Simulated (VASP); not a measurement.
Computed with optB86b-vdW, VASP's PBE PAW potentials (set 64) (plane waves; VASP 6.6.1).

A VASP calculation is set up with these files.

**INCAR**
```
! general
SYSTEM   = AgCl
PREC     = Accurate
ENCUT    = 520
LREAL    = .FALSE.
LASPH    = .TRUE.

! electronic loop
EDIFF    = 1E-7
NELM     = 100
ALGO     = Normal
LMAXMIX  = 4

! smearing
ISMEAR   = 0
SIGMA    = 0.05

! functional
GGA      = MK
LUSE_VDW = .TRUE.
AGGAC    = 0.0
PARAM1   = 0.1234
PARAM2   = 1.0

! ions
ISIF     = 2

! output
LWAVE    = .FALSE.
LCHARG   = .FALSE.
```

File KPOINTS:
```
K-points
0
gamma
  8 8 8
```

**POSCAR**
```
AgCl
1
    0.0000000000     2.7573654648     2.7573654648
    2.7573654648     0.0000000000     2.7573654648
    2.7573654648     2.7573654648     0.0000000000
Ag Cl
1 1
Direct
  0.0000000000   0.0000000000   0.0000000000
  0.5000000000   0.5000000000   0.5000000000
```

POTCAR, in this order: Ag Cl (PBE.64 set). Program: vasp_std.

Output of the run:

File OUTCAR:
```
 ion  position               nearest neighbor table
   1  0.000  0.000  0.000-   2 2.76   2 2.76   2 2.76   2 2.76   2 2.76   2 2.76
   2  0.500  0.500  0.500-   1 2.76   1 2.76   1 2.76   1 2.76   1 2.76   1 2.76
  LATTYP: Found a face centered cubic cell.
 ALAT       =     5.5147309296
 Subroutine PRICEL returns:
 Original cell was already a primitive cell.
 Subroutine GETGRP returns: Found 48 space group operations
The static configuration has the point symmetry O_h .
The dynamic configuration has the point symmetry O_h .
 Subroutine INISYM returns: Found 48 space group operations
 Subroutine IBZKPT returns following result:
 Found     29 irreducible k-points:

 Following reciprocal coordinates:
            Coordinates               Weight
  0.000000  0.000000  0.000000      1.000000
  0.125000  0.000000  0.000000      8.000000
  0.250000  0.000000  0.000000      8.000000
  0.375000  0.000000  0.000000      8.000000
  0.500000  0.000000  0.000000      4.000000
  0.125000  0.125000  0.000000      6.000000
  0.250000  0.125000  0.000000     24.000000
  0.375000  0.125000  0.000000     24.000000
  0.500000  0.125000  0.000000     24.000000
 -0.375000  0.125000  0.000000     24.000000
 -0.250000  0.125000  0.000000     24.000000
 -0.125000  0.125000  0.000000     12.000000
  0.250000  0.250000  0.000000      6.000000
  0.375000  0.250000  0.000000     24.000000
  0.500000  0.250000  0.000000     24.000000
 -0.375000  0.250000  0.000000     24.000000
 -0.250000  0.250000  0.000000     12.000000
  0.375000  0.375000  0.000000      6.000000
  0.500000  0.375000  0.000000     24.000000
 -0.375000  0.375000  0.000000     12.000000
  0.500000  0.500000  0.000000      3.000000
  0.375000  0.250000  0.125000     24.000000
  0.500000  0.250000  0.125000     48.000000
 -0.375000  0.250000  0.125000     24.000000
...
```

**OSZICAR**
```
       N       E                     dE             d eps       ncg     rms          rms(c)
DAV:   1     0.102991846951E+03    0.10299E+03   -0.87896E+03   786   0.124E+03
DAV:   2     0.318226911120E+01   -0.99810E+02   -0.93254E+02   889   0.247E+02
DAV:   3    -0.944203439863E+00   -0.41265E+01   -0.41116E+01   894   0.545E+01
DAV:   4    -0.976616998661E+00   -0.32414E-01   -0.32409E-01   864   0.547E+00
DAV:   5    -0.977072330581E+00   -0.45533E-03   -0.45533E-03   894   0.653E-01    0.653E+00
DAV:   6    -0.805908721087E+00    0.17116E+00   -0.34650E-01   838   0.827E+00    0.429E+00
DAV:   7    -0.803682922718E+00    0.22258E-02   -0.96635E-02   774   0.249E+00    0.206E+00
DAV:   8    -0.802957905642E+00    0.72502E-03   -0.53740E-03   819   0.939E-01    0.265E-01
DAV:   9    -0.802991340496E+00   -0.33435E-04   -0.66003E-04   824   0.380E-01    0.348E-02
DAV:  10    -0.803044966733E+00   -0.53626E-04   -0.86695E-05   784   0.986E-02    0.237E-02
DAV:  11    -0.803049336986E+00   -0.43703E-05   -0.46558E-06   824   0.212E-02    0.303E-03
DAV:  12    -0.803049399997E+00   -0.63011E-07   -0.20997E-07   802   0.636E-03
   1 F= -.80304940E+00 E0= -.80304940E+00  d E =-.323715E-12
```

File OUTCAR:
```
------------------------ aborting loop because EDIFF is reached ----------------------------------------
  FORCE on cell =-STRESS in cart. coord.  units (eV):
  Direction    XX          YY          ZZ          XY          YZ          ZX
  --------------------------------------------------------------------------------------
  Total       -0.0134720     -0.0134720     -0.0134720     -0.0000000     -0.0000000      0.0000000
  in kB       -0.5147908     -0.5147908     -0.5147908     -0.0000000     -0.0000000      0.0000000
  external PRESSURE =      -0.5147908 kB  Pullay stress =       0.0000000 kB
  volume of cell :       41.93
      direct lattice vectors                 reciprocal lattice vectors
     0.000000000  2.757365465  2.757365465    -0.181332510  0.181332510  0.181332510
     2.757365465  0.000000000  2.757365465     0.181332510 -0.181332510  0.181332510
     2.757365465  2.757365465  0.000000000     0.181332510  0.181332510 -0.181332510
  FREE ENERGIE OF THE ION-ELECTRON SYSTEM (eV)
  ---------------------------------------------------
  free  energy   TOTEN  =        -0.8030494000 eV

  energy  without entropy=       -0.8030494000  energy(sigma->0) =       -0.80304940
```
(Selected blocks of OUTCAR.)

### OUTCAR
```
 val. band max:        3.9291466875   @ k =   0.5000   0.0000   0.0000

 cond. band min:       4.7828124691   @ k =   0.0000   0.0000   0.0000


 Fermi energy:         4.1584562655

 k-point     1 :       0.0000    0.0000    0.0000
  band No.  band energies     occupation
      1     -11.2887      2.00000
      2       1.3948      2.00000
      3       1.3948      2.00000
      4       1.3948      2.00000
      5       1.4475      2.00000
      6       1.4475      2.00000
      7       1.5554      2.00000
      8       1.5554      2.00000
      9       1.5554      2.00000
     10       4.7828      0.00000
     11      14.7782      0.00000
     12      14.7782      0.00000
     13      14.7782      0.00000

 k-point     2 :       0.1250    0.0000    0.0000
  band No.  band energies     occupation
      1     -11.2253      2.00000
      2       0.6882      2.00000
      3       0.7512      2.00000
      4       0.7512      2.00000
      5       1.4527      2.00000
      6       1.4527      2.00000
      7       1.7009      2.00000
      8       2.3216      2.00000
      9       2.3216      2.00000
     10       5.5116      0.00000
     11      13.3866      0.00000
     12      14.4325      0.00000
     13      14.4325      0.00000

 k-point     3 :       0.2500    0.0000    0.0000
  band No.  band energies     occupation
      1     -11.0654      2.00000
      2      -0.3673      2.00000
      3       0.1646      2.00000
      4       0.1646      2.00000
      5       1.5842      2.00000
      6       1.5842      2.00000
      7       1.8530      2.00000
      8       3.1032      2.00000
      9       3.1032      2.00000
     10       6.8444      0.00000
     11      11.7077      0.00000
     12      13.0934      0.00000
     13      13.0934      0.00000

 k-point     4 :       0.3750    0.0000    0.0000
  band No.  band energies     occupation
      1     -10.8947      2.00000
      2      -1.1663      2.00000
      3      -0.2089      2.00000
...
```

The compound is AgCl in the rock salt structure. It was relaxed first.
